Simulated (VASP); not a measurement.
Computed with r2SCAN meta-GGA, VASP's PBE PAW potentials (set 64) (plane waves; VASP).

The input files of a VASP run:

POSCAR:
```
KI
1
    0.0000000000     3.5446260864     3.5446260864
    3.5446260864    -0.0000000000     3.5446260864
    3.5446260864     3.5446260864     0.0000000000
K I
1 1
Direct
  0.0000000000   0.0000000000   0.0000000000
  0.5000000000   0.5000000000   0.5000000000
```

KPOINTS_OPT:
```
k-points along high-symmetry lines
10
Line-mode
Reciprocal
  0.000000   0.000000   0.000000 ! GAMMA
  0.500000   0.000000   0.500000 ! X

  0.500000   0.000000   0.500000 ! X
  0.625000   0.250000   0.625000 ! U

  0.375000   0.375000   0.750000 ! K
  0.000000   0.000000   0.000000 ! GAMMA

  0.000000   0.000000   0.000000 ! GAMMA
  0.500000   0.500000   0.500000 ! L

  0.500000   0.500000   0.500000 ! L
  0.500000   0.250000   0.750000 ! W

  0.500000   0.250000   0.750000 ! W
  0.500000   0.000000   0.500000 ! X
```

INCAR:
```
# general
SYSTEM  = KI
PREC    = Accurate
ENCUT   = 520   # plane-wave cut-off (eV)
LREAL   = .FALSE.   # projection in real space or not
LASPH   = .TRUE.   # aspherical one-centre terms

# electronic loop
EDIFF   = 1E-7   # SCF stop (eV)
NELM    = 100
ALGO    = Normal   # blocked Davidson
LMAXMIX = 4
LMIXTAU = .TRUE.

# smearing
ISMEAR  = -5

# functional
METAGGA = R2SCAN

# ions
ISIF    = 2   # forces and stress, cell fixed

# output
LWAVE   = .FALSE.
LCHARG  = .FALSE.
LORBIT  = 11   # lm-projected
NEDOS   = 601   # DOS grid
```

### KPOINTS
```
Automatic mesh
0
gamma
 7 7 7
```

POTCAR, in this order: K_sv I (PBE.64 set). Program: vasp_std.

Output

### OUTCAR
```
 ion  position               nearest neighbor table
   1  0.000  0.000  0.000-   2 3.54   2 3.54   2 3.54   2 3.54   2 3.54   2 3.54
   2  0.500  0.500  0.500-   1 3.54   1 3.54   1 3.54   1 3.54   1 3.54   1 3.54
  LATTYP: Found a face centered cubic cell.
 ALAT       =     7.0892521728
 Subroutine PRICEL returns:
 Original cell was already a primitive cell.
 Subroutine GETGRP returns: Found 48 space group operations
The static configuration has the point symmetry O_h .
The dynamic configuration has the point symmetry O_h .
 Subroutine INISYM returns: Found 48 space group operations
 Subroutine IBZKPT returns following result:
 Found     20 irreducible k-points:

 Following reciprocal coordinates:
            Coordinates               Weight
  0.000000  0.000000  0.000000      1.000000
  0.142857  0.000000  0.000000      8.000000
  0.285714  0.000000  0.000000      8.000000
  0.428571  0.000000  0.000000      8.000000
  0.142857  0.142857  0.000000      6.000000
  0.285714  0.142857  0.000000     24.000000
  0.428571  0.142857  0.000000     24.000000
 -0.428571  0.142857  0.000000     24.000000
 -0.285714  0.142857  0.000000     24.000000
 -0.142857  0.142857  0.000000     12.000000
  0.285714  0.285714  0.000000      6.000000
  0.428571  0.285714  0.000000     24.000000
 -0.428571  0.285714  0.000000     24.000000
 -0.285714  0.285714  0.000000     12.000000
  0.428571  0.428571  0.000000      6.000000
 -0.428571  0.428571  0.000000     12.000000
  0.428571  0.285714  0.142857     24.000000
 -0.428571  0.285714  0.142857     48.000000
 -0.428571  0.428571  0.142857     24.000000
 -0.285714  0.428571  0.142857     24.000000
   k-points           NKPTS =     20   k-points in BZ     NKDIM =     20   number of bands    NBANDS=     12
   number of dos      NEDOS =    601   number of ions     NIONS =      2
   total plane-waves  NPLWV =  64000
   dimension x,y,z NGX =    40 NGY =   40 NGZ =   40
...
```

**OSZICAR**
```
       N       E                     dE             d eps       ncg     rms          rms(c)
DAV:   1     0.671177998588E+02    0.67118E+02   -0.68716E+03   480   0.116E+03
DAV:   2    -0.306523751819E+02   -0.97770E+02   -0.92305E+02   572   0.262E+02
DAV:   3    -0.369703535825E+02   -0.63180E+01   -0.62921E+01   640   0.606E+01
DAV:   4    -0.373369262001E+02   -0.36657E+00   -0.36568E+00   860   0.120E+01
DAV:   5    -0.373395784189E+02   -0.26522E-02   -0.26521E-02   616   0.109E+00    0.314E+00
DAV:   6    -0.345607188528E+02    0.27789E+01   -0.11784E+00   760   0.115E+01    0.247E+00
DAV:   7    -0.339155424359E+02    0.64518E+00   -0.31779E-01   740   0.546E+00    0.104E+00
DAV:   8    -0.346373415902E+02   -0.72180E+00   -0.36137E-01   528   0.496E+00    0.600E-01
DAV:   9    -0.339515729925E+02    0.68577E+00   -0.23032E-01   480   0.459E+00    0.396E-01
DAV:  10    -0.339763272609E+02   -0.24754E-01   -0.52830E-02   480   0.304E+00    0.380E-01
DAV:  11    -0.339584553238E+02    0.17872E-01   -0.14777E-02   480   0.145E+00    0.168E-01
DAV:  12    -0.339572454837E+02    0.12098E-02   -0.19418E-03   580   0.680E-01    0.104E-01
DAV:  13    -0.339832362550E+02   -0.25991E-01   -0.80860E-03   480   0.107E+00    0.323E-02
DAV:  14    -0.339832048003E+02    0.31455E-04   -0.22806E-03   496   0.618E-01    0.198E-02
DAV:  15    -0.339836650037E+02   -0.46020E-03   -0.69373E-05   792   0.938E-02    0.199E-02
DAV:  16    -0.339838044995E+02   -0.13950E-03   -0.11340E-05   560   0.446E-02    0.149E-02
DAV:  17    -0.339843186613E+02   -0.51416E-03   -0.31488E-04   480   0.199E-01    0.116E-02
DAV:  18    -0.339843328546E+02   -0.14193E-04   -0.16777E-05   536   0.606E-02    0.799E-03
DAV:  19    -0.339843370488E+02   -0.41942E-05   -0.11029E-05   592   0.367E-02    0.122E-03
DAV:  20    -0.339843373412E+02   -0.29233E-06   -0.16509E-06   552   0.156E-02    0.176E-03
DAV:  21    -0.339843386433E+02   -0.13022E-05   -0.94415E-07   516   0.152E-02    0.121E-03
DAV:  22    -0.339843387142E+02   -0.70847E-07   -0.13020E-07   376   0.551E-03
   1 F= -.33984339E+02 E0= -.33984339E+02  d E =0.000000E+00
       N       E                     dE             ncg
       N       E                     dE             ncg
       N       E                     dE             ncg
```

### OUTCAR
```
------------------------ aborting loop because EDIFF is reached ----------------------------------------
  FORCE on cell =-STRESS in cart. coord.  units (eV):
  Direction    XX          YY          ZZ          XY          YZ          ZX
  --------------------------------------------------------------------------------------
  Total        0.0090952      0.0090952      0.0090952      0.0000000      0.0000000      0.0000000
  in kB        0.1635992      0.1635992      0.1635992      0.0000000      0.0000000      0.0000000
  external PRESSURE =       0.1635992 kB  Pullay stress =       0.0000000 kB
  volume of cell :       89.07
      direct lattice vectors                 reciprocal lattice vectors
     0.000000000  3.544626086  3.544626086    -0.141058602  0.141058602  0.141058602
     3.544626086  0.000000000  3.544626086     0.141058602 -0.141058602  0.141058602
     3.544626086  3.544626086  0.000000000     0.141058602  0.141058602 -0.141058602
  FREE ENERGIE OF THE ION-ELECTRON SYSTEM (eV)
  ---------------------------------------------------
  free  energy   TOTEN  =       -33.9843387142 eV

  energy  without entropy=      -33.9843387142  energy(sigma->0) =      -33.98433871

 total charge

# of ion       s       p       d       tot
------------------------------------------
    1        1.958   5.677   0.020   7.655
    2        1.491   2.895   0.001   4.387
--------------------------------------------------
tot          3.449   8.572   0.021  12.042
```
(Selected blocks of OUTCAR.)

The compound is KI in the rock salt structure. It was relaxed first.
